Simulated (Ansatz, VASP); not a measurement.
# Cross-check of ZrB2 between VASP and Ansatz, part 2 of 2

One calculation is typed for both programs; each brings its own data sets. How far apart do they land? The cell is taken from a series of runs on this material, whose earlier steps may have relaxed, scaled, displaced or heated it; both programs get it as it stands.

VASP 6.6.1 and Ansatz 0.2.0.

So far: The structure; VASP: zone-centre phonons, PBEsol.

## 3. Ansatz: zone-centre phonons, PBEsol

Level of this step: Ansatz beside VASP: Kohn-Sham DFT, plane waves, PBEsol (Ansatz).

Ansatz runs on its PAW soft_1 files.

The same cell, functional, mesh and smearing now go to Ansatz, which takes its cutoff from its data sets.

input.yaml

```yaml
crystal:
  lattice:
    - [3.1862864592, 0.0, 0.0]
    - [-1.5931432296, 2.7594050174, 0.0]
    - [0.0, 0.0, 3.4879161916]
  atoms:
    - { symbol: B, position: [0.3333333333, 0.6666666667, 0.5] }
    - { symbol: B, position: [0.6666666667, 0.3333333333, 0.5] }
    - { symbol: Zr, position: [0.0, 0.0, 0.0] }
kpoints:
  mp_grid: { grid: [15, 15, 12] }
hamiltonian:
  xc: pbesol
  pseudopotentials: { kind: paw, azcp: { folder: soft_1 }, xc_functional: pbe }
scf:
  occupations: { method: methfessel_paxton, width: 0.2 }
output:
  eigenvalues: true
phonons:
  method: dfpt
```

On the command line:

```
$ ansatz run input.yaml --threads 4 --pin off --max-ram 10240MiB --backend cpu --events-out ev --progress --plain --runs-dir out
```

Numbers of over 12 decimals in the logs are rounded to 6 here.

The program printed:

```text
zone centre: on kpoints.mp_grid the ground state, and the responses unless they are solved on pairs of k-points, stand on 448 of the mesh's 2700 k-points, reduced under 4 symmetry operations, with k and −k counted as one. Each operation leaves every solved displacement unchanged or reverses it
Engine: ansatz 0.2.0, x86_64-unknown-linux-gnu
Pseudopotentials: kind: paw
Pseudopotential: B, paw, valence charge 3, recommended cutoff 420 eV (normal), soft_1/B.paw.azcp
Pseudopotential: Zr, paw, valence charge 12, recommended cutoff 420 eV (normal), soft_1/Zr.paw.azcp
Functional definition: PBEsol
  exchange = pbesol_x
  correlation = pbesol_c
Crystal: 3 atoms, lattice volume = 30.667 Å³
Basis set: ecut = 420 eV, 575 PW (Γ), exchange–correlation on 48×48×48 points (8 copies of the dense FFT grid, shifted against one another)
Bands: 13, of which v1, the nominal top of the filled ones, is band 9 counted from 1 (8 counted from 0)
Symmetry: 24 space group operations
k-points: 448 of 2700 (irreducible under 4 space group operations, time reversal used)
Non-local potential: B, projectors of the file, l = 0: 2, l = 1: 2, l = 2: 1
Non-local potential: Zr, projectors of the file, l = 0: 3, l = 1: 2, l = 2: 2, l = 3: 1
PAW form: soft (Blöchl's): semilocal exchange-correlation on the pseudo side does not see the compensation charge
PAW frozen core: B, regenerated for the run's functional, and the local potential with it (the file was generated under x = pbe(κ = 0.804, μ = 0.219515), c = pbe(β = 0.066725))
PAW frozen core: Zr, regenerated for the run's functional, and the local potential with it (the file was generated under x = pbe(κ = 0.804, μ = 0.219515), c = pbe(β = 0.066725))
PAW one-centre angular grid: B, 110 points (default); XC on 64 Gauss nodes
PAW one-centre angular grid: Zr, 590 points (default); XC on 64 Gauss nodes
Initial density: superposition of atomic densities (chi_scale 0.1, normalization cell, long waves kept (reshape's long-wave potential 0.00 eV rms))
Initial wavefunctions: pseudopotential atomic-orbital guess
Functional: x = pbesol(κ = 0.804, μ = 0.123457), c = pbesol(β = 0.046)
SCF iter   1: F=—  HF=-4437.692333 eV  |F-HF|=—  |Δ(HF+E_count)|=         —  Δρ=5.25e-2  dr2=1.56e0  ethr=3.10e-3  ⟨swp⟩=4.9  Hψ=28102  notcnv=0
preconditioner: auto → none  [metal: Δε(μ)=0.051 eV  Ē_g=16.991 eV  σ=0.200 eV  W_gap=0.21  n_scr=8 (ndim 8)  ℏωp=26.8 eV  f_vac=0.000  D(μ)=0.25/eV (n_scr^D=0)  sad-step TF]
SCF iter   2: F=—  HF=-4437.333942 eV  |F-HF|=—  |Δ(HF+E_count)|=   3.58e-1  S|Δr|=    0.00e0  Δρ=2.64e-2  dr2=3.54e-1  ethr=3.10e-3  ⟨swp⟩=2.0  Hψ=11204  notcnv=0
SCF iter   3: F=—  HF=-4437.231853 eV  |F-HF|=—  |Δ(HF+E_count)|=   1.02e-1  S|Δr|=    0.00e0  Δρ=2.19e-3  dr2=9.94e-4  ethr=1.97e-3  ⟨swp⟩=2.0  Hψ=9829  notcnv=0
SCF iter   4: F=—  HF=-4437.232278 eV  |F-HF|=—  |Δ(HF+E_count)|=   4.25e-4  S|Δr|=    0.00e0  Δρ=5.67e-4  dr2=1.52e-4  ethr=5.52e-6  ⟨swp⟩=2.6  Hψ=13009  notcnv=0
SCF iter   5: F=—  HF=-4437.232250 eV  |F-HF|=—  |Δ(HF+E_count)|=   2.77e-5  S|Δr|=    0.00e0  Δρ=6.91e-5  dr2=1.66e-6  ethr=8.44e-7  ⟨swp⟩=2.0  Hψ=8104  notcnv=0
SCF iter   6: F=—  HF=-4437.232250 eV  |F-HF|=—  |Δ(HF+E_count)|=   1.00e-7  S|Δr|=    0.00e0  Δρ=1.14e-5  dr2=2.44e-8  ethr=9.21e-9  ⟨swp⟩=2.1  Hψ=8723  notcnv=0
SCF iter   7: F=—  HF=-4437.232250 eV  |F-HF|=—  |Δ(HF+E_count)|=   3.87e-9  S|Δr|=    0.00e0  Δρ=2.60e-6  dr2=6.49e-10  ethr=1.36e-10  ⟨swp⟩=2.0  Hψ=9862  notcnv=0
SCF iter   8: F=-4437.232250 eV  HF=-4437.232250 eV  |F-HF|=9.09e-13  |Δ(HF+E_count)|=  1.69e-10  S|Δr|=    0.00e0  Δρ=2.41e-7  dr2=6.56e-12  ethr=1.00e-12  ⟨swp⟩=4.5  Hψ=26976  notcnv=0
SCF 1 converged in 8 iterations: F = -4437.232250 eV  dr2 = 6.56e-12
  greatest PAW one-centre occupation: 0.996 electrons in one spin orbital (limit 2), on the Zr atom at site 2 (counted from 0), in its partial waves of l = 0
DFPT response loops at Γ: preconditioner auto → Kerker (q_TF=auto, 2.496 Å⁻¹) (partly filled bands, converged f_vac=0.000); β = 1.00, the filter's whole step (`scf.mixing.beta` (0.50) is not read by the response loops under this deck's `scf.mixing.preconditioner`; to damp them name `kerker` or `kerker_dos`, under which they read `scf.mixing.beta`, and type it under 1.00, their step now; both keys bind the ground state too); Broyden in place of MSR1
SCF converged after 8 iterations
Stability not checked: this state was not tested for a lower state beside it, because cold or Methfessel-Paxton smearing, or corrected tetrahedra, fill the levels in a way that the test cannot read (fill_not_monotonic; see scf.lower_state_search)
Free energy (F): -4437.232250 eV
Harris-Foulkes:  -4437.232250 eV  (|F-HF|=9.09e-13)
Internal energy: -4437.232723 eV  (E = F + TS)
E sigma→0 (E₀):  -4437.232368 eV
Entropy (-TS):   0.000473 eV (0.158 meV/atom)
Fermi energy:    15.704287 eV
--- Per-component energies (eV) ---
  E_band       = -25.871837
  E_kinetic    = 418.024454
  E_local      = -527.772889  (includes V_loc(G=0)·N_el)
  E_nonlocal   = 90.973701
  E_hartree    = 178.268942
  E_xc         = -221.547303
  E_vxc        = -262.971385  (∫ρ·V_xc dr)
  E_paw        = -3059.910748  (= ΣΔE_a)
  E_vpaw       = -100.663564  (= ΣTr[D̂ρ^β])
  E_aug_tail   = -0.000010  (compensation charges beyond the density's cutoff)
  E_ewald      = -1315.464013
  E_core_change = 0.195143  (= ΣΔE_core)
  E_smearing   = 0.000473  (= −TS)
  E_closure    = 0.000000  (closes the sum)
  Σ components = -4437.232250   (vs F -4437.232250, Δ=0.00e0)
--- Band table (eV; the first three rows and the last of 448) ---
  k-point 0: bands = [... 5 lower, 12.9501, 12.9501, 13.1263, 13.5271, 19.0962, 19.0962, 20.0538, 20.0538]
  k-point 1: bands = [... 5 lower, 12.4127, 13.0179, 13.0179, 14.2076, 18.4929, 18.4929, 19.8238, 19.8238]
  k-point 2: bands = [... 5 lower, 11.4957, 13.2188, 13.2188, 15.0529, 17.6097, 17.6097, 19.2185, 19.2185]
  k-point 447: bands = [... 5 lower, 8.7423, 11.1025, 12.0693, 13.0919, 19.3192, 20.3162, 20.6231, 21.8507]
--- Phonons (Γ-DFPT): 4 representative perturbations + reference, on 448 of 2700 k-points (Σ response iterations 12) ---
  k mesh reduced under 4 symmetry operations, with k and −k counted as one. Each operation leaves every solved displacement unchanged or reverses it
  ASR residual: 2.012e-4 → 0.000e0 eV/Å²; symmetrization residual: 3.420e-7 eV/Å²
  ASR residual per site (eV/Å²): 3.29e-5 3.29e-5 2.01e-4
  Γ frequencies (cm⁻¹): 0.00 0.00 0.00 457.00 457.00 475.21 560.51 750.65 750.65
  non-analytic LO–TO correction: not included (Born effective charges unavailable; polar crystals: no LO–TO splitting at Γ)
```

The column dr2 measures how far the density is from self-consistency, as an energy; F and HF (Harris–Foulkes) agree once it is small.

## 4. Side by side

Known differences besides the potentials themselves: the cutoff is 420 eV in Ansatz and 500 eV in VASP; Ansatz makes its cores anew for this functional, VASP keeps those of its PBE data sets. Total energies have different zeros and are not compared.

The two programs side by side:

| quantity | Ansatz | VASP | difference |
| --- | --- | --- | --- |
| optical mode 1 to 2 (cm⁻¹) | 457.0 | 457.7 | -0.16 % |
| optical mode 3 (cm⁻¹) | 475.2 | 476.8 | -0.33 % |
| optical mode 4 (cm⁻¹) | 560.5 | 562.3 | -0.32 % |
| optical mode 5 to 6 (cm⁻¹) | 750.6 | 753.1 | -0.33 % |

Modes are paired by rising frequency, not by their patterns, so a pair may set unlike modes beside each other; they are those without the splitting of longitudinal modes.

## 5. Summary of results

```yaml
r_m_s_difference_of_the_optical_zone_centre_modes_each_program_s_sorted_by_frequency_zone_centre_phonons_pbesol: 1.8 cm⁻¹
```

What this shows: The r.m.s. difference of the optical zone-centre modes, each program's sorted by frequency is 1.8 cm⁻¹ (zone-centre phonons, PBEsol). How closely two codes agree says nothing of how well the functional describes the real material.

[Lines on the potential files, build, host, timing and source positions are cut from VASP's logs without a mark.]

[Logs are printed without paths, hosts, clocks, repeated set-up lines and the standing remarks that a program may print on its own settings, such as how far it seeks lower states.]

[Hosts, paths, dates, database ids (printed as entryN), source tags and the programs' standing remarks are cut or masked in the printed files.]
